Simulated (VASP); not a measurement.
Runs of VASP 6.6.1 on TiOs2. It takes space group P4/nmm (No. 129, tetragonal). The conventional cell has a = 3.022 Å, b = 3.022 Å, c = 9.146 Å, α = 90.00°, β = 90.00°, γ = 90.00°. Ti (site symmetry 4mm) has 5 Os at 2.40 to 2.54 Å as nearest neighbours. Os (site symmetry 4mm) has 4 Ti at 2.40 Å and 4 Os at 2.58 Å as nearest neighbours. Around Os (site symmetry 4mm) lie 9 Os at 2.53 to 2.81 Å and 1 Ti at 2.54 Å. The cell was built by a generator and needn't be a form met in nature.

```csv
task,level,potentials or basis,cell,cutoff (eV),smearing,gap on the mesh (eV),pressure (GPa),largest force (eV/Å)
density of states,TPSS,"VASP PAW PBE potentials, release 64 (Ti_sv_GW, Os_sv_GW)",volume scaled by 0.92,550,methfessel-paxton 0.1 eV,none,104.8,(a)
single point,PBE,"VASP PAW PBE potentials, release 64 (Ti_sv, Os)",as given,520,fermi-dirac 0.05 eV,none,64.3,5.74
relaxation of cell and atoms,PBE,"VASP PAW PBE potentials, release 64 (Ti_sv, Os)",relaxed,600,methfessel-paxton 0.2 eV,none,-0.1,0.01
relaxation of the atoms,LDA,"VASP PAW LDA potentials, release 64 (Ti_sv, Os)",atoms relaxed,520,methfessel-paxton 0.2 eV,none,4.9,0.01
```

Alike in all rows: no spin polarisation; k mesh 9 × 9 × 3.

Question: Fill in the values left out.

Answer: (a) 8.25.

Caveats: the PAW data sets were made with another functional, which shifts forces and pressure a little (some runs); a pressure of tens of GPa on the cell as given is suspect, and the run, the potentials or the cell itself is likely at fault (some runs); forces of over 1 eV/Å show positions far from the minimum, so gaps and moduli don't describe the material at rest (some runs).

A k mesh can miss the band edges, and the runs leave out spin-orbit coupling on Os.

A gap of «none» marks a metal or a gap under the smearing width.

The runs don't all hold the same shells in valence.
